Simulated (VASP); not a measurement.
Calculation: r2SCAN+rVV10, VASP's PBE PAW potentials (set 64) (plane waves; VASP).

Input for VASP

### KPOINTS
```
Automatic mesh
0
Gamma
13 13 13
0 0 0
```

POSCAR:
```
LiF
1
    0.0000000000     1.9823143829     1.9823143829
    1.9823143829     0.0000000000     1.9823143829
    1.9823143829     1.9823143829     0.0000000000
Li F
1 1
Direct
  0.0000000000   0.0000000000   0.0000000000
  0.5000000000   0.5000000000   0.5000000000
```

File KPOINTS_OPT:
```
k-points along high-symmetry lines
10
Line-mode
Reciprocal
  0.000000   0.000000   0.000000 ! GAMMA
  0.500000   0.000000   0.500000 ! X

  0.500000   0.000000   0.500000 ! X
  0.625000   0.250000   0.625000 ! U

  0.375000   0.375000   0.750000 ! K
  0.000000   0.000000   0.000000 ! GAMMA

  0.000000   0.000000   0.000000 ! GAMMA
  0.500000   0.500000   0.500000 ! L

  0.500000   0.500000   0.500000 ! L
  0.500000   0.250000   0.750000 ! W

  0.500000   0.250000   0.750000 ! W
  0.500000   0.000000   0.500000 ! X
```

INCAR:
```
# general
SYSTEM   = LiF
PREC     = Accurate
ENCUT    = 520
LREAL    = F
LASPH    = T

# electronic loop
EDIFF    = 1E-7
NELM     = 100
ALGO     = Normal
LMIXTAU  = T

# smearing
ISMEAR   = -5

# functional
METAGGA  = R2SCAN
LUSE_VDW = T
BPARAM   = 11.95
CPARAM   = 0.0093

# ions
ISIF     = 2

# output
LWAVE    = F
LCHARG   = F
LORBIT   = 11
NEDOS    = 601
```

POTCAR, in this order: Li_sv F (PBE.64 set). Program: vasp_std.

The run wrote:

OUTCAR:
```
 ion  position               nearest neighbor table
   1  0.000  0.000  0.000-   2 1.98   2 1.98   2 1.98   2 1.98   2 1.98   2 1.98
   2  0.500  0.500  0.500-   1 1.98   1 1.98   1 1.98   1 1.98   1 1.98   1 1.98
  LATTYP: Found a face centered cubic cell.
 ALAT       =     3.9646287658
 Subroutine PRICEL returns:
 Original cell was already a primitive cell.
 Subroutine GETGRP returns: Found 48 space group operations
The static configuration has the point symmetry O_h .
The dynamic configuration has the point symmetry O_h .
 Subroutine INISYM returns: Found 48 space group operations
 Subroutine IBZKPT returns following result:
 Found     84 irreducible k-points:

 Following reciprocal coordinates:
            Coordinates               Weight
  0.000000  0.000000  0.000000      1.000000
  0.076923  0.000000  0.000000      8.000000
  0.153846  0.000000  0.000000      8.000000
  0.230769  0.000000  0.000000      8.000000
  0.307692  0.000000  0.000000      8.000000
  0.384615  0.000000  0.000000      8.000000
  0.461538  0.000000  0.000000      8.000000
  0.076923  0.076923  0.000000      6.000000
  0.153846  0.076923  0.000000     24.000000
  0.230769  0.076923  0.000000     24.000000
  0.307692  0.076923  0.000000     24.000000
  0.384615  0.076923  0.000000     24.000000
  0.461538  0.076923  0.000000     24.000000
 -0.461538  0.076923  0.000000     24.000000
 -0.384615  0.076923  0.000000     24.000000
 -0.307692  0.076923  0.000000     24.000000
 -0.230769  0.076923  0.000000     24.000000
 -0.153846  0.076923  0.000000     24.000000
 -0.076923  0.076923  0.000000     12.000000
  0.153846  0.153846  0.000000      6.000000
  0.230769  0.153846  0.000000     24.000000
  0.307692  0.153846  0.000000     24.000000
  0.384615  0.153846  0.000000     24.000000
  0.461538  0.153846  0.000000     24.000000
...
```

File OSZICAR:
```
       N       E                     dE             d eps       ncg     rms          rms(c)
DAV:   1     0.272841715222E+02    0.27284E+02   -0.58448E+03  1608   0.115E+03
DAV:   2    -0.135838751638E+02   -0.40868E+02   -0.40369E+02  1681   0.217E+02
DAV:   3    -0.146288392895E+02   -0.10450E+01   -0.10425E+01  2027   0.326E+01
DAV:   4    -0.146433888493E+02   -0.14550E-01   -0.14536E-01  2017   0.355E+00
DAV:   5    -0.146434780830E+02   -0.89234E-04   -0.89232E-04  2048   0.183E-01    0.382E+00
DAV:   6    -0.115518667373E+02    0.30916E+01   -0.44336E-01  2014   0.697E+00    0.188E+00
DAV:   7    -0.127555545895E+02   -0.12037E+01   -0.33289E+00  1707   0.161E+01    0.297E+00
DAV:   8    -0.116771680748E+02    0.10784E+01   -0.46514E-01  1577   0.662E+00    0.140E+00
DAV:   9    -0.114391823334E+02    0.23799E+00   -0.52801E-01  1519   0.749E+00    0.106E+00
DAV:  10    -0.115739912337E+02   -0.13481E+00   -0.22014E-01  1512   0.534E+00    0.678E-02
DAV:  11    -0.115790742586E+02   -0.50830E-02   -0.32404E-03  1524   0.895E-01    0.766E-02
DAV:  12    -0.115789208254E+02    0.15343E-03   -0.29942E-03  1552   0.628E-01    0.953E-02
DAV:  13    -0.115792517792E+02   -0.33095E-03   -0.12101E-03  1542   0.429E-01    0.137E-02
DAV:  14    -0.115794513629E+02   -0.19958E-03   -0.72535E-05  1544   0.131E-01    0.249E-03
DAV:  15    -0.115794518368E+02   -0.47387E-06   -0.93458E-07  2142   0.131E-02    0.216E-03
DAV:  16    -0.115794550721E+02   -0.32353E-05   -0.31641E-07  1587   0.722E-03    0.290E-04
DAV:  17    -0.115794545250E+02    0.54714E-06   -0.16806E-07  1541   0.636E-03    0.581E-05
DAV:  18    -0.115794551173E+02   -0.59234E-06   -0.90156E-09   872   0.143E-03    0.430E-05
DAV:  19    -0.115794550030E+02    0.11432E-06   -0.55122E-10   773   0.378E-04    0.301E-05
DAV:  20    -0.115794550652E+02   -0.62186E-07   -0.12799E-10   792   0.172E-04
   1 F= -.11579455E+02 E0= -.11579455E+02  d E =0.000000E+00
       N       E                     dE             ncg
```

**OUTCAR**
```
------------------------ aborting loop because EDIFF is reached ----------------------------------------
  FORCE on cell =-STRESS in cart. coord.  units (eV):
  Direction    XX          YY          ZZ          XY          YZ          ZX
  --------------------------------------------------------------------------------------
  Total       -0.0062414     -0.0062414     -0.0062414      0.0000000      0.0000000     -0.0000000
  in kB       -0.6418658     -0.6418658     -0.6418658      0.0000000      0.0000000     -0.0000000
  external PRESSURE =      -0.6418658 kB  Pullay stress =       0.0000000 kB
  volume of cell :       15.58
      direct lattice vectors                 reciprocal lattice vectors
     0.000000000  1.982314383  1.982314383    -0.252230425  0.252230425  0.252230425
     1.982314383  0.000000000  1.982314383     0.252230425 -0.252230425  0.252230425
     1.982314383  1.982314383  0.000000000     0.252230425  0.252230425 -0.252230425
  FREE ENERGIE OF THE ION-ELECTRON SYSTEM (eV)
  ---------------------------------------------------
  free  energy   TOTEN  =       -11.5794550652 eV

  energy  without entropy=      -11.5794550652  energy(sigma->0) =      -11.57945507

 total charge

# of ion       s       p       d       tot
------------------------------------------
    1        2.015   0.017   0.000   2.033
    2        1.732   4.442   0.000   6.174
--------------------------------------------------
tot          3.748   4.459   0.000   8.207
```
(Selected blocks of OUTCAR.)

The compound is LiF in the rock salt structure. It was relaxed first.
